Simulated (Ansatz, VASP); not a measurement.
## Hf2TeW2S: VASP beside Ansatz

The input INCAR:

```
SYSTEM = Hf2TeW2S
ALGO     = Normal         ! electronic algorithm
EDIFF    = 1E-7           ! SCF threshold, eV
ENCUT    = 520            ! plane-wave cutoff, eV
GGA      = PE             ! functional
ISIF     = 2              ! what is computed and relaxed
ISMEAR   = 0              ! smearing method
LASPH    = .TRUE.         ! aspherical terms in the spheres
LCHARG   = .FALSE.        ! write CHGCAR
LREAL    = .FALSE.        ! projectors in reciprocal space
LWAVE    = .FALSE.        ! write WAVECAR
NBANDS   = 39             ! bands
NELM     = 100            ! most SCF steps
PREC     = Accurate       ! precision mode
SIGMA    = 0.1            ! smearing width, eV
```

Contents of KPOINTS:

```
k-points
0
G
  4 4 2
  0 0 0
```

File POSCAR:

```
Hf2TeW2S
1.0
    4.1700630300      0.0000000000      0.0000000000
    0.0000000000      4.1700630300      0.0000000000
    0.0000000000      0.0000000000      7.5578628900
Hf Te W S
2 1 2 1
Direct
    0.0000000000      0.0000000000      0.2430049900
    0.0000000000      0.0000000000      0.7569950100
    0.5000000000      0.5000000000      0.0000000000
    0.0000000000      0.5000000000      0.0000000000
    0.5000000000      0.0000000000      0.0000000000
    0.5000000000      0.5000000000      0.5000000000
```

Input for Ansatz:

```yaml
crystal:
  lattice:
    - [4.17006303, 0.0, 0.0]
    - [0.0, 4.17006303, 0.0]
    - [0.0, 0.0, 7.55786289]
  atoms:
    - { symbol: Hf, position: [0.0, 0.0, 0.24300499] }
    - { symbol: Hf, position: [0.0, 0.0, 0.75699501] }
    - { symbol: Te, position: [0.5, 0.5, 0.0] }
    - { symbol: W, position: [0.0, 0.5, 0.0] }
    - { symbol: W, position: [0.5, 0.0, 0.0] }
    - { symbol: S, position: [0.5, 0.5, 0.5] }
basis:
  ecutwfc: 420
kpoints:
  mp_grid: { grid: [4, 4, 2] }
hamiltonian:
  xc: pbe
scf:
  occupations: { method: gaussian, width: 0.1 }
  lower_state_search: "off"
output:
  forces: true
  stress: true
  eigenvalues: true
```

Change from the starting cell: species swapped into the BaTi2As2O type (P4/mmm, No. 123).

Alike in both runs: task single point; functional PBE; k mesh 4 × 4 × 2; occupations gaussian, width 0.1 eV; no spin polarisation.

|  | VASP | Ansatz |
| --- | --- | --- |
| version | VASP 6.6.1 | Ansatz 0.2.0 |
| potentials or method | VASP PAW PBE potentials, release 64 (Hf_pv, Te, W_sv, S) | scalar-relativistic, plane waves, PAW |
| plane-wave cutoff (eV) | 520 | 420 |
| valence electrons in the cell | 60 | 102 |

VASP gave:

```
gap on the k mesh at the Fermi level (eV) : none
rms of the force components (eV/Å)        : 0.548
```

Task: What did Ansatz give for the same quantities?

Result: gap on the k mesh at the Fermi level (eV): none; rms of the force components (eV/Å): 0.584.

Atom by atom the forces differ by 0.036 eV/Å (rms over components). A gap of «none» marks a metal or a gap that the smearing closes. With one functional, cell and mesh, what is left measures potentials, basis and numerics. The two sets of potentials don't hold the same shells in valence.

Caveats: the k mesh is coarse (spacing up to 0.42 Å⁻¹), so the values aren't converged; forces of over 1 eV/Å show positions far from the minimum, so gaps and moduli don't describe the material at rest. The runs have no spin-orbit coupling, so splittings on Hf, Te, W are missing.
